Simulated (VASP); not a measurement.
AgI (zinc blende), at 0.96 of the tabulated volume:

```yaml
crystal:
  lattice:
    - [0.00000, 3.20608, 3.20608]
    - [3.20608, 0.00000, 3.20608]
    - [3.20608, 3.20608, 0.00000]
  atoms:
    - { symbol: Ag, position: [0.00000, 0.00000, 0.00000] }
    - { symbol: I, position: [0.25000, 0.25000, 0.25000] }
```

The lowest empty band near Γ, direction [100], from mBJ (TB09) with spin-orbit coupling in VASP (PAW); its two spin partners are averaged. The gap over the points computed is 2.48 eV, and the next band on that side lies 3.63 eV away at the edge.

Run with 400 eV cut-off, 8×8×8 Γ-centred mesh, Gaussian smearing of 0.050 eV, potentials Ag I.

| distance from the edge in k (1/Å) | distance in energy (meV) |
|---|---|
| 0.018 | 4.5 |
| 0.025 | 8.8 |
| 0.035 | 17.2 |
| 0.050 | 35.0 |
| 0.070 | 68.0 |

Question: Fit E(1 + αE) = ħ²k²/2m* (ħ²/2m0 = 3.810 eV Å²) and predict the row at 0.095 1/Å.

Answer: Least squares on the energies gives the electron mass m* = 0.270 m0 and α = 0.24 per eV, and so 123.6 meV. The run gave 123.0 meV, -0.6 meV from the fit.

Left out are points under 3 meV from the edge, since the levels carry 0.1 meV, and points farther than half the way to the next band.

The compound is AgI in the zinc blende structure, whereas wurtzite is the usual form. The cell was not relaxed at this level.
